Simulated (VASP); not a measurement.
# Lattice of TePb across functionals and dispersion corrections

Aim: relax TePb at several levels and hold each cell against experiment. The levels: LDA, PBE, r2SCAN, PBE + D3(BJ), r2SCAN + rVV10, PBE + TS, SCAN and RPBE. LASPH is on for some levels and off for others; the table marks which. The start is a cell from a database of measured crystal structures.

Program: VASP 6.6.1. Level of theory: LDA; plane waves and PAW (Te, Pb_d), in the first sound run; inputs show where later runs differ. Results are calculated unless marked as measured.

The experiments to compare with:

“Correlated local dipoles in PbTe” (2017, arxiv:1709.02863) reports for PbTe, rocksalt, by single-crystal x-ray diffraction (melt-grown single-crystal fragment, about 42 um across, 125 K): lattice constant a (cubic lattice constant a at 125 K) 6.4397 ± 0.0001 Å.

This is a report of a sequence of runs, with most program output left out.

## Step 1: Set-up

Before any relaxation, the start is as follows. The structure is cubic, space group Fm-3m (No. 225). Conventional cell: a = 6.462 Å, b = 6.462 Å, c = 6.462 Å, α = 90.00°, β = 90.00°, γ = 90.00°. Nearest to Te lie 6 Pb at 3.23 Å. Nearest to Pb lie 6 Te at 3.23 Å. Farther neighbours and most contacts between anions are not listed.

## Step 2: Relaxation with LDA

Properties are meant for the cell that this level of theory prefers, so cell and atoms are relaxed first (ISIF = 3) until forces and stress are small; EDIFFG sets the threshold. LDA, the lowest rung, knows the local density alone.

Input file INCAR:

```
SYSTEM = TePb
PREC = Accurate
ENCUT = 520
EDIFF = 1E-06
NELM = 100
ISMEAR = -1
SIGMA = 0.05
LREAL = .FALSE.
ALGO = Normal
GGA = CA
NBANDS = 16
LORBIT = 11
LWAVE = .FALSE.
LCHARG = .FALSE.
KPAR = 2
IBRION = 2
NSW = 60
ISIF = 3
EDIFFG = -0.01
```

Input file POSCAR:

```
TePb
1.0
    0.0000000000      3.2310000000      3.2310000000
    3.2310000000      0.0000000000      3.2310000000
    3.2310000000      3.2310000000      0.0000000000
Te Pb
1 1
Direct
    0.5000000000      0.5000000000      0.5000000000
    0.0000000000      0.0000000000      0.0000000000
```

Input file KPOINTS:

```
Automatic mesh
0
Gamma
5 5 5
0 0 0
```

Potentials, in the order of the species: Te and Pb_d (PBE family, release 64).

Command:

```bash
> mpirun -np 2 vasp_std
```

Run time: 21 s. Hardware: 2 MPI ranks of AMD EPYC 7R43, shared host; peak memory 0.31 GiB.

The gap is read on the k-mesh alone, so it is an upper bound where the band edges lie off the mesh. The PAW data sets were made with PBE, though LDA sets exist; this is a small mismatch. The run keeps the 48 symmetry operations of its start, so it cannot find a distortion of lower symmetry.

Step by step:

```
step  energy less that of the first step (eV)  largest force (eV/Å)  pressure (GPa)  volume (Å³)
   1                                   0.0000                0.0000           -1.57        67.46
   2                                  -0.0098                0.0000            0.69        64.27
   3                                  -0.0116                0.0000           -0.01        65.16
```

```
conventional cell, symmetrised  before  after  change
                         a (Å)   6.462  6.388  -1.2 %
                         b (Å)   6.462  6.388  -1.2 %
                         c (Å)   6.462  6.388  -1.2 %
              volume (Å³/atom)   33.73  32.58  -3.4 %
```

Final coordinates:

```
Te Pb
1.0
     0.00000    3.19384    3.19384
     3.19384    0.00000    3.19384
     3.19384    3.19384    0.00000
Te Pb
1 1
Direct
  0.50000 0.50000 0.50000
  0.00000 0.00000 0.00000
```

Numbers from this step:

- electrons: 20
- bands: 16
- irreducible k-points: 10
- symmetry operations: 48
- free energy (TOTEN): -8.817 eV
- Fermi energy: 6.167 eV
- pressure: -0.007378 GPa
- metallic: no
- valence top at k: -0.2, 0.2, 0
- conduction bottom at k: 0.4, 0, 0
- least direct gap at k: 0.4, 0, 0
- SCF cycles over all ionic steps: 26
- gap on the k-mesh: 1.095 eV
- least direct gap on the k-mesh: 1.119 eV

It ends with forces that vanish by symmetry and a pressure of -0.01 GPa. The volume lies -3.4 % from that of the database's start, which holds the thermal and zero-point expansion of its experiment. LDA is known to overbind. The conventional cell has a = 6.388 Å.

## Step 3: Relaxation with PBE

This step: PBE; plane waves and PAW (Te, Pb_d) (VASP 6.6.1).

PBE, the usual starting point, adds the gradient of the density.

INCAR: that of step 2 with these lines changed.

```diff
@@ -9,3 +9,3 @@
 ALGO = Normal
-GGA = CA
+GGA = PE
 NBANDS = 16
```

POSCAR is that of step 2.

KPOINTS is that of step 2.

Command:

```bash
> mpirun -np 2 vasp_std
```

Run time: 25 s. Hardware: 2 MPI ranks; peak memory 0.35 GiB; 47 s of CPU time.

The steps of the relaxation:

```
step  energy less that of the first step (eV)  largest force (eV/Å)  pressure (GPa)  volume (Å³)
   1                                   0.0000                0.0000            2.07        67.46
   2                                  -0.0192                0.0000           -0.54        71.81
   3                                  -0.0209                0.0000            0.01        70.80
```

```
conventional cell, symmetrised  before  after  change
                         a (Å)   6.462  6.567  +1.6 %
                         b (Å)   6.462  6.567  +1.6 %
                         c (Å)   6.462  6.567  +1.6 %
              volume (Å³/atom)   33.73  35.40  +5.0 %
```

Final coordinates:

```xyz
2
Lattice="0.0000 3.2836 3.2836 3.2836 0.0000 3.2836 3.2836 3.2836 0.0000" Properties=species:S:1:pos:R:3 pbc="T T T"
Te    3.2836    3.2836    3.2836
Pb    0.0000    0.0000    0.0000
```

Numbers from this step:

```yaml
free_energy_toten: -7.524 eV
fermi_energy: 5.521 eV
pressure: 0.006794 GPa
scf_cycles_over_all_ionic_steps: 28
gap_on_the_k_mesh: 1.236 eV
least_direct_gap_on_the_k_mesh: 1.274 eV
```

It ends at 35.40 Å³/atom, +5.0 % from the start, with 0.01 GPa left. The conventional cell has a = 6.567 Å.

## Step 4: Relaxation with r2SCAN

This step: r2SCAN; plane waves and PAW (Te, Pb_d) (VASP 6.6.1).

r2SCAN adds the kinetic-energy density, costs more than a GGA and is run with LASPH.

INCAR: that of step 3 with these lines changed.

```diff
@@ -9,3 +9,4 @@
 ALGO = Normal
-GGA = PE
+METAGGA = R2SCAN
+LASPH = .TRUE.
 NBANDS = 16
```

POSCAR is that of step 3.

KPOINTS is that of step 3.

Command:

```bash
> mpirun -np 2 vasp_std
```

Run time: 2.1 min. Hardware: 2 MPI ranks; peak memory 0.39 GiB.

The PAW data sets were made with PBE, which is usual practice but a small mismatch for other functionals.

The steps of the relaxation:

```
step  energy less that of the first step (eV)  largest force (eV/Å)  pressure (GPa)  volume (Å³)
   1                                   0.0000                0.0000            1.57        67.46
   2                                  -0.0092                0.0000           -0.56        70.75
   3                                  -0.0109                0.0000            0.01        69.78
```

```
conventional cell, symmetrised  before  after  change
                         a (Å)   6.462  6.535  +1.1 %
                         b (Å)   6.462  6.535  +1.1 %
                         c (Å)   6.462  6.535  +1.1 %
              volume (Å³/atom)   33.73  34.89  +3.4 %
```

The relaxed structure:

```xyz
2
Lattice="0.0000 3.2676 3.2676 3.2676 0.0000 3.2676 3.2676 3.2676 0.0000" Properties=species:S:1:pos:R:3 pbc="T T T"
Te    3.2676    3.2676    3.2676
Pb    0.0000    0.0000    0.0000
```

It ends at 34.89 Å³/atom, +3.4 % from the start, with 0.01 GPa left. The conventional cell has a = 6.535 Å.

## Step 5: Relaxation with PBE + D3(BJ)

This step: PBE with D3(BJ); plane waves and PAW (Te, Pb_d) (VASP 6.6.1).

A dispersion term adds the long-range attraction that semilocal functionals lack. D3 with Becke-Johnson damping keeps a finite attraction at short range.

INCAR: that of step 4 with these lines changed.

```diff
@@ -9,4 +9,4 @@
 ALGO = Normal
-METAGGA = R2SCAN
-LASPH = .TRUE.
+GGA = PE
+IVDW = 12
 NBANDS = 16
```

POSCAR is that of step 4.

KPOINTS is that of step 4.

Command:

```bash
> mpirun -np 2 vasp_std
```

Wall time 14 s (2 MPI ranks); peak memory 0.37 GiB.

Little changed from the start: no atom moved by 0.005 Å and no cell edge by 0.1 %.

It ends at 33.82 Å³/atom, +0.3 % from the start, with -0.01 GPa left. The conventional cell has a = 6.468 Å. Against plain PBE, the dispersion term moves a by -1.5 %.

## Step 6: Relaxation with r2SCAN + rVV10

This step: r2SCAN with rVV10; plane waves and PAW (Te, Pb_d) (VASP 6.6.1).

LUSE_VDW switches on a nonlocal correlation term for dispersion.

INCAR: that of step 5 with these lines changed.

```diff
@@ -9,4 +9,8 @@
 ALGO = Normal
-GGA = PE
-IVDW = 12
+METAGGA = R2SCAN
+LUSE_VDW = .TRUE.
+IVDW_NL = 2
+BPARAM = 11.95
+CPARAM = 0.0093
+LASPH = .TRUE.
 NBANDS = 16
```

POSCAR is that of step 5.

KPOINTS is that of step 5.

Command:

```bash
> mpirun -np 2 vasp_std
```

Elapsed: 4.3 min, on 2 MPI ranks; peak memory 0.72 GiB.

It ends at 34.32 Å³/atom, +1.7 % from the start, with 0.02 GPa left. The conventional cell has a = 6.499 Å. Against plain r2SCAN, the dispersion term moves a by -0.5 %.

## Step 7: Relaxation with PBE + TS

This step: PBE with TS; plane waves and PAW (Te, Pb_d) (VASP 6.6.1).

The Tkatchenko-Scheffler scheme scales free-atom polarisabilities by Hirshfeld volumes.

INCAR: that of step 6 with these lines changed.

```diff
@@ -9,8 +9,4 @@
 ALGO = Normal
-METAGGA = R2SCAN
-LUSE_VDW = .TRUE.
-IVDW_NL = 2
-BPARAM = 11.95
-CPARAM = 0.0093
-LASPH = .TRUE.
+GGA = PE
+IVDW = 20
 NBANDS = 16
```

POSCAR is that of step 6.

KPOINTS is that of step 6.

Command:

```bash
> mpirun -np 2 vasp_std
```

Elapsed: 55 s, on 2 MPI ranks; peak memory 0.34 GiB; 1.7 min of CPU time.

It ends at 34.05 Å³/atom, +1.0 % from the start, with -0.05 GPa left. The conventional cell has a = 6.482 Å. Against plain PBE, the dispersion term moves a by -1.3 %.

## Step 8: Relaxation with SCAN

This step: SCAN; plane waves and PAW (Te, Pb_d) (VASP 6.6.1).

SCAN adds the kinetic-energy density; it is numerically more delicate than r2SCAN.

INCAR: that of step 7 with these lines changed.

```diff
@@ -9,4 +9,4 @@
 ALGO = Normal
-GGA = PE
-IVDW = 20
+METAGGA = SCAN
+LASPH = .TRUE.
 NBANDS = 16
```

POSCAR is that of step 7.

KPOINTS is that of step 7.

Command:

```bash
> mpirun -np 2 vasp_std
```

Elapsed: 4.4 min, on 2 MPI ranks; peak memory 0.34 GiB.

It ends at 34.26 Å³/atom, +1.6 % from the start, with 0.00 GPa left. The conventional cell has a = 6.496 Å.

## Step 9: Relaxation with RPBE

This step: RPBE; plane waves and PAW (Te, Pb_d) (VASP 6.6.1).

RPBE by itself binds more weakly than PBE and expands cells.

INCAR: that of step 8 with these lines changed.

```diff
@@ -9,4 +9,3 @@
 ALGO = Normal
-METAGGA = SCAN
-LASPH = .TRUE.
+GGA = RP
 NBANDS = 16
```

POSCAR is that of step 8.

KPOINTS is that of step 8.

Command:

```bash
> mpirun -np 2 vasp_std
```

Wall time 39 s (2 MPI ranks); peak memory 0.34 GiB.

After so large a change of volume the plane waves of the start cell no longer fit, so the final stress carries a basis-set error.

It ends at 36.80 Å³/atom, +9.1 % from the start, with 0.01 GPa left. The conventional cell has a = 6.652 Å.

## Step 10: The cells as a table

This step: relaxed cells at several levels; plane waves and PAW (VASP 6.6.1).

This step runs nothing: it gathers the runs above.

Lengths are those of the conventional cell; cost is the wall time of each run, as given at its step, times its ranks, without the set-up around it; LASPH differs between rows, which moves results and costs too. Results by level, by row:

```
         level  volume (Å³/atom)  change from the start (%)  a (Å)  cost (core minutes)  LASPH
           LDA             32.58                       -3.4  6.388                  0.7    off
           PBE              35.4                          5  6.567                0.833    off
        r2SCAN             34.89                        3.4  6.535                 4.23     on
  PBE + D3(BJ)             33.82                        0.3  6.468                 0.48    off
r2SCAN + rVV10             34.32                        1.7  6.499                 8.67     on
      PBE + TS             34.05                          1  6.482                 1.84    off
          SCAN             34.26                        1.6  6.496                  8.7     on
          RPBE              36.8                        9.1  6.652                  1.3    off
```

## Step 11: Summary of results

```json
{
  "volume, LDA": "32.58 Å³/atom",
  "volume, PBE": "35.40 Å³/atom",
  "volume, r2SCAN": "34.89 Å³/atom",
  "volume, PBE + D3(BJ)": "33.82 Å³/atom",
  "volume, r2SCAN + rVV10": "34.32 Å³/atom",
  "volume, PBE + TS": "34.05 Å³/atom",
  "volume, SCAN": "34.26 Å³/atom",
  "volume, RPBE": "36.80 Å³/atom"
}
```

What this shows: For TePb the levels give volumes between 32.58 Å³/atom (LDA) and 36.80 Å³/atom (RPBE), a spread of 13.0 %, while the cost of the finished runs spans a factor of 18. Within 1 % of experiment on every length: LDA, PBE + D3(BJ), r2SCAN + rVV10, PBE + TS and SCAN. The nearest, PBE + D3(BJ), is among the cheap ones. Thermal and zero-point expansion, often some tenths of a per cent in length, bear on this order: with the measured lengths lowered by an assumed 0.4 % the nearest becomes LDA. The costs hold the number of ionic steps as well as the price of the functional. The closing table has room for seven levels; SCAN stands in the table of levels alone. Adding D3(BJ) to PBE changes the volume by -4.5 % (a by -1.5 %). Adding rVV10 to r2SCAN changes the volume by -1.6 % (a by -0.5 %). Adding TS to PBE changes the volume by -3.8 % (a by -1.3 %). Within 0.02 Å all end in space group Fm-3m; the runs can't lower the symmetry of the start. Spin-orbit coupling is left out. LASPH is on for some levels and off for others, so differences between them are not the functional's alone. Each is a single relaxation on the plane waves of the start cell, so larger changes of volume carry a basis-set error that was not tested here.

Comparison with the measured values:

```
              quantity  measured             LDA             PBE          r2SCAN    PBE + D3(BJ)  r2SCAN + rVV10        PBE + TS            RPBE
lattice constant a (Å)    6.4397  6.388 (-0.8 %)  6.567 (+2.0 %)  6.535 (+1.5 %)  6.468 (+0.4 %)  6.499 (+0.9 %)  6.482 (+0.7 %)  6.652 (+3.3 %)
```

Measured values from arxiv:1709.02863 (2017).

**Verdict.** For the lattice constant a, of the levels listed nearest comes PBE + D3(BJ) (+0.4 %, good agreement) and farthest RPBE (+3.3 %, a clear miss). The grades are ours: good and fair within 0.7 and 1.5 % for the lattice constant a. Zero-point motion and thermal expansion (measured at up to 125 K) are not in the computed lattice constants.

[Lines on the potential files, build, host, timing and source positions are cut from VASP's logs without a mark.]

[Logs are printed without paths, hosts, clocks, repeated set-up lines and the standing remarks that a program may print on its own settings, such as how far it seeks lower states.]

[Hosts, paths, dates, database ids (printed as entryN), source tags and the programs' standing remarks are cut or masked in the printed files.]

[A measured line is paired with the nearest computed mode of its activity, which favours agreement.]
